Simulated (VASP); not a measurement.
Consider the following.

```
InAs
1.0
    0.00000     3.09453     3.09453
    3.09453     0.00000     3.09453
    3.09453     3.09453     0.00000
In As
1 1
Direct
  0.00000   0.00000   0.00000
  0.25000   0.25000   0.25000
```

The numbers are results of PBE0 hybrid, VASP's PBE PAW potentials (set 64) (plane waves; VASP), not measurements. Run with 520 eV cut-off, 6×6×6 Γ-centred mesh, Gaussian smearing of 0.050 eV, potentials In_d As.

Give the stress tensor in GPa (positive for a compressed cell).

```
-2.53   0.00   0.00
 0.00  -2.53   0.00
 0.00   0.00  -2.53
```
The pressure is its mean diagonal, -2.53 GPa.

The compound is InAs in the zinc blende structure. It was relaxed first, which changed the volume by +7 %. The cell's shape comes from a PBE relaxation.
